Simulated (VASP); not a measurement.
Method: PBEsol GGA, VASP's PBE PAW potentials (set 64) (plane waves; VASP).

VASP input:

File KPOINTS:
```
Automatic mesh
0
Gamma
8 8 8
0 0 0
```

### POSCAR
```
SrTe
1
    0.0000000000     3.3077629204     3.3077629204
    3.3077629204     0.0000000000     3.3077629204
    3.3077629204     3.3077629204     0.0000000000
Sr Te
1 1
Direct
  0.0000000000   0.0000000000   0.0000000000
  0.5000000000   0.5000000000   0.5000000000
```

### INCAR
```
! general
SYSTEM   =  SrTe
PREC     =  Normal
ENCUT    =  400
LREAL    =  .False.
LASPH    =  .True.

! electronic loop
EDIFF    =  1E-5
NELM     =  100
NELMIN   =  4
ALGO     =  Fast
LMAXMIX  =  4

! smearing
ISMEAR   =  0
SIGMA    =  0.05

! functional
GGA      =  PS

! ions
IBRION   =  2
NSW      =  20
ISIF     =  2
EDIFFG   =  -0.03

! output
LWAVE    =  .False.
LCHARG   =  .False.
```

POTCAR, in this order: Sr_sv Te (PBE.64 set). Program: vasp_std.

Unless said otherwise, spin-orbit coupling is left out, though it shifts the bands of the heavy elements here.

What does the run give for the energy per atom (σ→0), band gap (on the k-mesh)?

```yaml
energy per atom (σ→0): -4.416 eV/atom
band gap (on the k-mesh): 1.55 eV
```

**OSZICAR**
```
...
RMM:   7    -0.883727610149E+01    0.26170E-02   -0.31245E-01   815   0.322E+00    0.118E+00
RMM:   8    -0.883317740631E+01    0.40987E-02   -0.20090E-02   771   0.945E-01    0.490E-01
RMM:   9    -0.883237584701E+01    0.80156E-03   -0.78637E-03   786   0.421E-01    0.211E-01
RMM:  10    -0.883267697573E+01   -0.30113E-03   -0.27042E-03   836   0.237E-01    0.883E-02
RMM:  11    -0.883276486837E+01   -0.87893E-04   -0.73605E-04   756   0.111E-01    0.340E-02
RMM:  12    -0.883279150494E+01   -0.26637E-04   -0.21560E-04   678   0.580E-02    0.276E-02
RMM:  13    -0.883279828096E+01   -0.67760E-05   -0.63774E-05   592   0.353E-02
   1 F= -.88327983E+01 E0= -.88327983E+01  d E =-.883280E+01
```

The compound is SrTe in the rock salt structure. It was relaxed first.
